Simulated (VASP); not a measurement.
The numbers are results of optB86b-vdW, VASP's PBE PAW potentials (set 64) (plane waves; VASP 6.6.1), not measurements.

Input for VASP

**KPOINTS**
```
Automatic mesh
0
gamma
 16 16 16
```

File POSCAR:
```
Fe
1.0
 -1.4350000000   1.4350000000   1.4350000000
  1.4350000000  -1.4350000000   1.4350000000
  1.4350000000   1.4350000000  -1.4350000000
Fe
1
Cartesian
  0.0000000000   0.0000000000   0.0000000000
```

### INCAR
```
! general
SYSTEM  =Fe
PREC    =Accurate
ENCUT   =520   ! plane-wave cut-off (eV)
LREAL   =.False.
LASPH   =.True.   ! aspherical one-centre terms

! electronic loop
EDIFF   =1E-6
NELM    =100   ! most electronic steps
ALGO    =Normal
LMAXMIX =4   ! l cut-off of mixed one-centre charges

! smearing
ISMEAR  =1   ! Methfessel-Paxton
SIGMA   =0.1

! functional
GGA     =MK
LUSE_VDW=.True.
AGGAC   =0.0
PARAM1  =0.1234
PARAM2  =1.0

! spin
ISPIN   =2   ! spin-polarised
MAGMOM  =2.5

! ions
IBRION  =2   ! conjugate gradients
NSW     =60   ! most ionic steps
ISIF    =3   ! ions, shape and volume
EDIFFG  =-0.01   ! ionic stop

! output
LWAVE   =.False.
LCHARG  =.False.
LORBIT  =10
```

POTCAR, in this order: Fe (PBE.64 set). Program: vasp_std.

Output of the run:

File OSZICAR:
```
       N       E                     dE             d eps       ncg     rms          rms(c)
DAV:   1     0.179946728557E+02    0.17995E+02   -0.40734E+03  5420   0.106E+03
DAV:   2    -0.661312980019E+01   -0.24608E+02   -0.23080E+02  5256   0.127E+02
DAV:   3    -0.692557406546E+01   -0.31244E+00   -0.31161E+00  5908   0.197E+01
DAV:   4    -0.692699784154E+01   -0.14238E-02   -0.14236E-02  5777   0.126E+00
DAV:   5    -0.692701104679E+01   -0.13205E-04   -0.13206E-04  5633   0.106E-01    0.108E+01
DAV:   6    -0.601651264290E+01    0.91050E+00   -0.13860E+01  5511   0.587E+01    0.575E+00
DAV:   7    -0.592100457466E+01    0.95508E-01   -0.10300E+00  5490   0.156E+01    0.320E+00
DAV:   8    -0.591720479615E+01    0.37998E-02   -0.75410E-03  6531   0.752E-01    0.144E+00
DAV:   9    -0.591033034796E+01    0.68744E-02   -0.11508E-02  6638   0.978E-01    0.489E-01
DAV:  10    -0.591095690088E+01   -0.62655E-03   -0.20933E-04  6640   0.177E-01    0.311E-01
DAV:  11    -0.591127455273E+01   -0.31765E-03   -0.83221E-04  6513   0.308E-01    0.516E-02
DAV:  12    -0.591126585462E+01    0.86981E-05   -0.97020E-06  5419   0.355E-02    0.253E-02
DAV:  13    -0.591126576520E+01    0.89419E-07   -0.15195E-06  2716   0.163E-02
   1 F= -.59112658E+01 E0= -.59113570E+01  d E =-.591127E+01  mag=     2.2700
       N       E                     dE             d eps       ncg     rms          rms(c)
DAV:   1    -0.704772438161E+01   -0.11365E+01   -0.25072E+01  5449   0.857E+01    0.105E+01
DAV:   2    -0.598488159190E+01    0.10628E+01   -0.87429E+00  5496   0.482E+01    0.751E+00
DAV:   3    -0.594112168873E+01    0.43760E-01   -0.29873E-01  5595   0.897E+00    0.336E+00
DAV:   4    -0.592971368890E+01    0.11408E-01   -0.43601E-03  5490   0.878E-01    0.689E-01
DAV:   5    -0.592048970217E+01    0.92240E-02   -0.13380E-02  5708   0.986E-01    0.116E-01
DAV:   6    -0.592056820548E+01   -0.78503E-04   -0.34258E-04  5571   0.244E-01    0.596E-02
DAV:   7    -0.592056552530E+01    0.26802E-05   -0.19976E-05  5357   0.693E-02    0.311E-02
DAV:   8    -0.592056430216E+01    0.12231E-05   -0.24266E-06  5268   0.242E-02    0.576E-03
DAV:   9    -0.592056450152E+01   -0.19936E-06   -0.29364E-07  2629   0.810E-03
   2 F= -.59205645E+01 E0= -.59203957E+01  d E =-.929874E-02  mag=     2.0129
       N       E                     dE             d eps       ncg     rms          rms(c)
DAV:   1    -0.616485704130E+01   -0.24429E+00   -0.51354E+00  5423   0.414E+01    0.454E+00
DAV:   2    -0.596607706757E+01    0.19878E+00   -0.23384E+00  5477   0.226E+01    0.389E+00
DAV:   3    -0.594527945001E+01    0.20798E-01   -0.13499E-01  5556   0.595E+00    0.150E+00
DAV:   4    -0.594304704275E+01    0.22324E-02   -0.17090E-03  5598   0.705E-01    0.376E-01
DAV:   5    -0.594111498935E+01    0.19321E-02   -0.26370E-03  5430   0.598E-01    0.537E-02
DAV:   6    -0.594112702060E+01   -0.12031E-04   -0.78724E-05  5526   0.124E-01    0.276E-02
DAV:   7    -0.594112761256E+01   -0.59196E-06   -0.36962E-06  5299   0.294E-02
   3 F= -.59411276E+01 E0= -.59410590E+01  d E =-.298618E-01  mag=     2.1070
       N       E                     dE             d eps       ncg     rms          rms(c)
DAV:   1    -0.594129324112E+01   -0.16622E-03   -0.32980E-03  5432   0.103E+00    0.118E-01
DAV:   2    -0.594115490832E+01    0.13833E-03   -0.14878E-03  5478   0.584E-01    0.984E-02
DAV:   3    -0.594114480538E+01    0.10103E-04   -0.76689E-05  5540   0.141E-01    0.383E-02
DAV:   4    -0.594114359844E+01    0.12069E-05   -0.93356E-07  2923   0.160E-02    0.815E-03
DAV:   5    -0.594114265087E+01    0.94757E-06   -0.17847E-06  4054   0.130E-02
   4 F= -.59411427E+01 E0= -.59410709E+01  d E =-.298769E-01  mag=     2.1046
```

OUTCAR:
```
------------------------ aborting loop because EDIFF is reached ----------------------------------------
  FORCE on cell =-STRESS in cart. coord.  units (eV):
  Direction    XX          YY          ZZ          XY          YZ          ZX
  --------------------------------------------------------------------------------------
  Total       -0.0014354     -0.0014354     -0.0014354      0.0000000      0.0000000     -0.0000000
  in kB       -0.2086790     -0.2086790     -0.2086790      0.0000000      0.0000000     -0.0000000
  external PRESSURE =      -0.2086790 kB  Pullay stress =       0.0000000 kB
  volume of cell :       11.02
      direct lattice vectors                 reciprocal lattice vectors
    -1.401878432  1.401878432  1.401878432     0.000000000  0.356664308  0.356664308
     1.401878432 -1.401878432  1.401878432     0.356664308  0.000000000  0.356664308
     1.401878432  1.401878432 -1.401878432     0.356664308  0.356664308  0.000000000
 POSITION                                       TOTAL-FORCE (eV/Angst)
 -----------------------------------------------------------------------------------
      1.40188      1.40188      1.40188        -0.000000     -0.000000      0.000000
 -----------------------------------------------------------------------------------
    total drift:                               -0.000000      0.000000     -0.000000
  FREE ENERGIE OF THE ION-ELECTRON SYSTEM (eV)
  ---------------------------------------------------
  free  energy   TOTEN  =        -5.9411426509 eV

  energy  without entropy=       -5.9409274664  energy(sigma->0) =       -5.94107092

 total charge

# of ion       s       p       d       tot
------------------------------------------
    1        0.501   0.563   6.281   7.345

 magnetization (x)

# of ion       s       p       d       tot
------------------------------------------
    1       -0.013  -0.047   2.147   2.087

 reached required accuracy - stopping structural energy minimisation
```
(Selected blocks of OUTCAR.)

**CONTCAR**
```
Fe
   1.00000000000000
    -1.4018784315541075    1.4018784315541075    1.4018784315541075
     1.4018784315541075   -1.4018784315541075    1.4018784315541075
     1.4018784315541075    1.4018784315541075   -1.4018784315541075
  Fe
     1
Direct
     1.0000000000000000    1.0000000000000000    1.0000000000000000
```

Energy and stress use the plane-wave basis of the starting cell.

The compound is Fe in the bcc structure. This run relaxes it. Symmetry was kept, so distortions that lower it aren't found.
